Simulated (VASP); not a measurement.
ZnGeP₂ (chalcopyrite): computed properties

All values below come from LDA (Ceperley-Alder, Perdew-Zunger), VASP's LDA PAW potentials (set 64) (plane waves; VASP).

```json
{
 "space_group": "I-42d (122)",
 "cell": "a = b = 5.381 Å, c = 10.601 Å, α = β = γ = 90.00°",
 "volume_per_atom": "19.18 Å³/atom",
 "band gap (over mesh and band path)": "1.01 eV",
 "smallest direct gap (over mesh and band path)": "1.16 eV",
 "band_edge_character": "indirect, Γ to M-S at 0.33",
 "density": "4.33 g/cm³"
}
```

```xyz
8
Lattice="-2.6903 2.6903 5.3003 2.6903 -2.6903 5.3003 2.6903 2.6903 -5.3003" Properties=species:S:1:pos:R:3 pbc="T T T"
Zn     0.0000     0.0000     0.0000
Zn     0.0000     2.6903     2.6501
Ge     0.0000     0.0000     5.3003
Ge     2.6903     0.0000     2.6501
P      1.3406     1.3452     6.6253
P      1.3452    -1.3406     3.9752
P      1.3497     1.3452     1.3251
P      1.3452     4.0309    -1.3251
```

Measured: a 5.463 Å (computed value off by -1.5 %), c 10.740 Å (computed value off by -1.3 %), as given by Sergey N. Rashkeev et al., Physical review. B, Condensed matter (1999), arXiv:cond-mat/9809378. The calculation is for a static lattice, while the measured a, c hold thermal and zero-point effects, which are part of the difference.

The compound is ZnGeP2 in the chalcopyrite structure. It was relaxed first. Symmetry was kept, so distortions that lower it aren't found.
